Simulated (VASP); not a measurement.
OSZICAR of a VASP run on ZnO (wurtzite):

**OSZICAR**
```
       N       E                     dE             d eps       ncg     rms          rms(c)
DAV:   1     0.290978159084E+03    0.29098E+03   -0.19126E+04  1056   0.239E+03
DAV:   2     0.982722198844E+01   -0.28115E+03   -0.27088E+03  1164   0.441E+02
DAV:   3    -0.205306356566E+02   -0.30358E+02   -0.30135E+02  1218   0.154E+02
DAV:   4    -0.211021412698E+02   -0.57151E+00   -0.57105E+00  1158   0.226E+01
DAV:   5    -0.211067052544E+02   -0.45640E-02   -0.45637E-02  1248   0.193E+00    0.143E+01
DAV:   6    -0.177314302309E+02    0.33753E+01   -0.12162E+01  1840   0.742E+01    0.863E+00
DAV:   7    -0.178964617294E+02   -0.16503E+00   -0.26674E+00  1144   0.197E+01    0.519E+00
DAV:   8    -0.179228903260E+02   -0.26429E-01   -0.85684E-01  1588   0.923E+00    0.183E+00
DAV:   9    -0.178567882159E+02    0.66102E-01   -0.19376E-01  1626   0.798E+00    0.348E-01
DAV:  10    -0.178606109931E+02   -0.38228E-02   -0.58709E-02  1092   0.176E+00    0.150E-01
DAV:  11    -0.178605937509E+02    0.17242E-04   -0.15674E-03  1550   0.511E-01    0.352E-02
DAV:  12    -0.178606517249E+02   -0.57974E-04   -0.15302E-04  1372   0.230E-01    0.350E-02
DAV:  13    -0.178606456747E+02    0.60502E-05   -0.40293E-05  1358   0.130E-01    0.126E-02
DAV:  14    -0.178606460437E+02   -0.36900E-06   -0.14790E-05  1158   0.440E-02    0.483E-03
DAV:  15    -0.178606454671E+02    0.57662E-06   -0.15363E-06   750   0.150E-02
   1 F= -.17860645E+02 E0= -.17860645E+02  d E =-.178606E+02
       N       E                     dE             d eps       ncg     rms          rms(c)
DAV:   1    -0.178614804208E+02   -0.83438E-03   -0.40551E-02  1056   0.201E+00    0.184E-01
DAV:   2    -0.178610404490E+02    0.43997E-03   -0.19706E-03  1352   0.785E-01    0.947E-02
DAV:   3    -0.178608966005E+02    0.14385E-03   -0.94645E-05  1472   0.187E-01    0.441E-02
DAV:   4    -0.178608632737E+02    0.33327E-04   -0.62764E-05  1466   0.104E-01    0.567E-03
DAV:   5    -0.178608641652E+02   -0.89143E-06   -0.12099E-05  1080   0.386E-02    0.344E-03
DAV:   6    -0.178608640575E+02    0.10770E-06   -0.27372E-07   528   0.190E-02
   2 F= -.17860864E+02 E0= -.17860864E+02  d E =-.218590E-03
       N       E                     dE             d eps       ncg     rms          rms(c)
DAV:   1    -0.178617196058E+02   -0.85544E-03   -0.46481E-02  1056   0.216E+00    0.198E-01
DAV:   2    -0.178612082551E+02    0.51135E-03   -0.22796E-03  1352   0.842E-01    0.101E-01
DAV:   3    -0.178610438958E+02    0.16436E-03   -0.10877E-04  1472   0.201E-01    0.473E-02
DAV:   4    -0.178610053823E+02    0.38513E-04   -0.72599E-05  1466   0.112E-01    0.613E-03
DAV:   5    -0.178610064019E+02   -0.10196E-05   -0.13953E-05  1086   0.414E-02    0.371E-03
DAV:   6    -0.178610062879E+02    0.11407E-06   -0.32025E-07   528   0.204E-02
   3 F= -.17861006E+02 E0= -.17861006E+02  d E =-.360821E-03
       N       E                     dE             d eps       ncg     rms          rms(c)
DAV:   1    -0.178638731253E+02   -0.28667E-02   -0.18591E-01  1056   0.430E+00    0.396E-01
DAV:   2    -0.178618135135E+02    0.20596E-02   -0.91609E-03  1352   0.169E+00    0.202E-01
DAV:   3    -0.178611576430E+02    0.65587E-03   -0.43743E-04  1478   0.403E-01    0.948E-02
DAV:   4    -0.178610024175E+02    0.15523E-03   -0.29001E-04  1460   0.224E-01    0.123E-02
DAV:   5    -0.178610065081E+02   -0.40906E-05   -0.55809E-05  1074   0.827E-02    0.741E-03
DAV:   6    -0.178610063400E+02    0.16811E-06   -0.13211E-06   588   0.410E-02
   4 F= -.17861006E+02 E0= -.17861006E+02  d E =-.360873E-03
       N       E                     dE             d eps       ncg     rms          rms(c)
DAV:   1    -0.178619851011E+02   -0.97859E-03   -0.60352E-02  1056   0.246E+00    0.226E-01
DAV:   2    -0.178613137508E+02    0.67135E-03   -0.29710E-03  1338   0.969E-01    0.115E-01
DAV:   3    -0.178611020299E+02    0.21172E-03   -0.14026E-04  1478   0.228E-01    0.540E-02
DAV:   4    -0.178610512622E+02    0.50768E-04   -0.93487E-05  1466   0.127E-01    0.690E-03
DAV:   5    -0.178610526535E+02   -0.13913E-05   -0.17993E-05  1080   0.472E-02    0.421E-03
DAV:   6    -0.178610528447E+02   -0.19115E-06   -0.39681E-07   528   0.226E-02
   5 F= -.17861053E+02 E0= -.17861053E+02  d E =-.407378E-03
       N       E                     dE             d eps       ncg     rms          rms(c)
DAV:   1    -0.178618937380E+02   -0.84108E-03   -0.62742E-02  1136   0.276E+00    0.216E-01
DAV:   2    -0.178613215659E+02    0.57217E-03   -0.44273E-03  1430   0.109E+00    0.854E-02
DAV:   3    -0.178612371723E+02    0.84394E-04   -0.96983E-05  1500   0.239E-01    0.501E-02
DAV:   4    -0.178612042004E+02    0.32972E-04   -0.68558E-05  1206   0.909E-02    0.958E-03
DAV:   5    -0.178612035374E+02    0.66301E-06   -0.89073E-06  1110   0.310E-02
   6 F= -.17861204E+02 E0= -.17861204E+02  d E =-.150693E-03
```

Problem. Which electronic solver shows in the log?

Solution. It is blocked Davidson (ALGO = Normal, or the opening steps of other solvers). The INCAR had ALGO = Normal.

Problem. Can the final energy be trusted as converged?

Solution. Self-consistency was reached. It stopped with EDIFF = 1E-6, NELM = 100, NSW = 60 and EDIFFG = -0.02 after 6 ionic steps (PBE GGA, plane waves, VASP's PBE PAW potentials (set 64)).

The compound is ZnO in the wurtzite structure. This run relaxes it. Symmetry was kept, so distortions that lower it aren't found. The start is the result of an earlier pass.
